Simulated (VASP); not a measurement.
All values below come from optB88-vdW, VASP's PBE PAW potentials (set 64) (plane waves; VASP).

VASP input:

### POSCAR
```
BaTiO3
1
    4.0426773310     0.0000000000     0.0000000000
    0.0000000000     4.0426773310     0.0000000000
    0.0000000000     0.0000000000     4.1561345728
Ba Ti O
1 1 3
Direct
  0.0000000000   0.0000000000   0.0033777059
  0.5000000000   0.5000000000   0.5213899616
  0.5000000000   0.5000000000   0.9702955874
  0.0000000000   0.5000000000   0.4844683725
  0.5000000000   0.0000000000   0.4844683725
```

### INCAR
```
SYSTEM = BaTiO3
PREC = Accurate
ENCUT = 520
EDIFF = 1E-7
NELM = 100
ALGO = Normal
LREAL = .FALSE.
LASPH = .TRUE.
ISMEAR = 0
SIGMA = 0.05
GGA = BO
PARAM1 = 0.1833333333
PARAM2 = 0.22
LUSE_VDW = .TRUE.
AGGAC = 0.0
LMAXMIX = 4
LWAVE = .FALSE.
LCHARG = .FALSE.
ISIF = 4
IBRION = 2
NSW = 30
EDIFFG = -0.01
```

KPOINTS:
```
Automatic mesh
0
Gamma
 6 6 6
0 0 0
```

POTCAR, in this order: Ba_sv Ti_sv O (PBE.64 set). Program: vasp_std.

Task: What will the output report for the number of irreducible k-points (NKPTS), largest plane-wave count, number of space-group operations, FFT grid (NGX, NGY, NGZ)?

Result: 
```yaml
number of irreducible k-points (NKPTS): 40
largest_plane_wave_count: 1847
number_of_space_group_operations: 8
FFT grid (NGX, NGY, NGZ): 30 × 30 × 32
```

The compound is BaTiO3 in the tetragonal perovskite structure. This cell is one point of a volume scan, at 1.03 of the reference volume. Symmetry was kept, so distortions that lower it aren't found.
